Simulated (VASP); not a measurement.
HfB: relaxation of cell and atoms with LDA

HfB:

```
Hf B
1.0
     0.00000    2.31000    2.31000
     2.31000    0.00000    2.31000
     2.31000    2.31000    0.00000
Hf B
1 1
Cartesian
  2.3100 2.3100 2.3100
  0.0000 0.0000 0.0000
```

```
Program                : VASP 6.6.1
Task                   : relaxation of cell and atoms
Functional             : LDA
Potentials or basis    : VASP PAW LDA potentials, release 64 (Hf_pv, B)
Cutoff                 : 600 eV
k mesh                 : 10 × 10 × 10
Occupations            : fermi-dirac, width 0.05 eV
Spin                   : no spin polarisation
Target pressure        : 5 GPa
Further INCAR settings : ALGO = Fast; EDIFF = 1e-06; IBRION = 2; EDIFFG = -0.01; NSW = 60; ISIF = 3
Target pressure        : 5 GPa
```

```yaml
Relaxed_volume: 13.12 Å³/atom
Relaxed_cell: a = 3.336 Å, b = 3.336 Å, c = 3.336 Å, α = 60.00°, β = 60.00°, γ = 60.00°
Space_group_after_relaxing_to_0.05_Å: Fm-3m (No. 225)
Energy_change_on_relaxing_the_enthalpy_is_what_falls: -59.6 meV/atom
Ionic_steps: 4
Pressure_after_relaxing: 5.0 GPa
Band_gap_on_the_k_mesh: none (metal or under the smearing width)
```

Step by step:
| step | energy change (eV) | largest force (eV/Å) | pressure (GPa) | volume (Å³) |
| --- | --- | --- | --- | --- |
| 1 | 0.0000 | 0.0000 | 19.72 | 24.65 |
| 2 | -0.0499 | 0.0000 | -11.96 | 28.92 |
| 3 | -0.1203 | 0.0000 | 4.65 | 26.29 |
| 4 | -0.1191 | 0.0000 | 4.97 | 26.25 |

Final structure:
```
Hf B
1.0
     0.00000    2.35873    2.35873
     2.35873    0.00000    2.35873
     2.35873    2.35873    0.00000
Hf B
1 1
Direct
  0.50000 0.50000 0.50000
  0.00000 0.00000 0.00000
```

Levels at points of the mesh, in eV from the Fermi level:
| k point | band 5 | band 6 | band 7 | band 8 | band 9 | band 10 |
| --- | --- | --- | --- | --- | --- | --- |
| (0.00, 0.00, 0.00) | 2.08 | 2.08 | 2.08 | 3.81 | 3.81 | 3.81 |
| (0.50, 0.00, 0.00) | -4.05 | -1.25 | -1.25 | 6.03 | 6.03 | 6.99 |
| (0.50, 0.50, 0.00) | -0.96 | -0.95 | 2.23 | 2.23 | 5.80 | 7.27 |

It took 32 s on 1 thread of Intel(R) Xeon(R) Platinum 8488C (Sapphire Rapids), on a shared host, peak memory 0.15 GiB.

Caveat: the cell is relaxed towards a set pressure, so the enthalpy falls and the energy may rise. Spin-orbit coupling is left out, which matters for the levels of Hf.
